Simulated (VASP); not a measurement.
Given:

```
CELL_PARAMETERS angstrom
      4.37758    -2.79757    -0.00027
      4.37758     2.79757    -0.00027
     -2.43171     0.00000     4.42288
ATOMIC_POSITIONS crystal
  B  0.50818 0.50818 0.16261
  B  0.49777 0.17578 0.51532
  B  0.17578 0.49777 0.51532
  B  0.50606 0.83109 0.49532
  B  0.83109 0.50606 0.49532
  B  0.69341 0.69341 0.81929
  B  0.31000 0.31000 0.18826
  B  0.69683 0.18816 0.30523
  B  0.18816 0.69683 0.30523
  B  0.30389 0.81750 0.70082
  B  0.81750 0.30389 0.70082
  B  0.99943 0.99943 0.01089
  C  0.49695 0.49695 0.82494
  C  0.87580 0.87580 0.11826
  C  0.12048 0.12048 0.89628
```

Computed with r2SCAN meta-GGA, VASP's PBE PAW potentials (set 64) (plane waves; VASP). Numerical set-up: LREAL = Auto, 520 eV cut-off, 6×6×6 Γ-centred mesh, tetrahedra with Blöchl corrections, potentials B C.

Problem. Give the energies of bands 17 to 30 at the high-symmetry points, in eV from the valence-band maximum.

Solution. 
```csv
band,Γ,C,Y2,M2,D,A,V2
17,-2.81,-3.37,-3.50,-3.12,-3.52,-3.30,-3.36
18,-2.35,-2.98,-3.36,-2.98,-3.07,-2.90,-2.90
19,-1.82,-2.85,-3.06,-2.34,-2.57,-2.47,-2.58
20,-1.73,-2.72,-2.70,-1.67,-2.30,-2.32,-2.41
21,-1.11,-2.36,-2.50,-1.26,-1.79,-1.83,-2.25
22,-1.03,-1.89,-1.65,-1.08,-1.56,-1.49,-1.76
23,-0.76,-1.23,-1.26,-1.00,-1.25,-1.27,-1.05
24,-0.25,-0.45,0.00,-0.49,-0.92,-0.26,-0.72
25,5.41,3.67,3.57,3.26,3.79,3.24,3.26
26,5.75,4.03,4.28,3.79,3.90,4.22,3.71
27,5.78,4.54,4.92,4.45,4.81,4.48,4.46
28,6.20,4.96,5.30,4.47,4.95,5.88,6.83
29,6.60,6.13,5.86,5.29,5.83,6.21,7.23
30,7.35,6.41,6.04,6.07,6.34,7.53,7.67
```

The gap is indirect, 3.24 eV, from the valence maximum at Y2 to the conduction minimum at A.

The structure comes from a computed database's B4C entry (Cm); how it stands against other phases isn't given here. It was relaxed first.
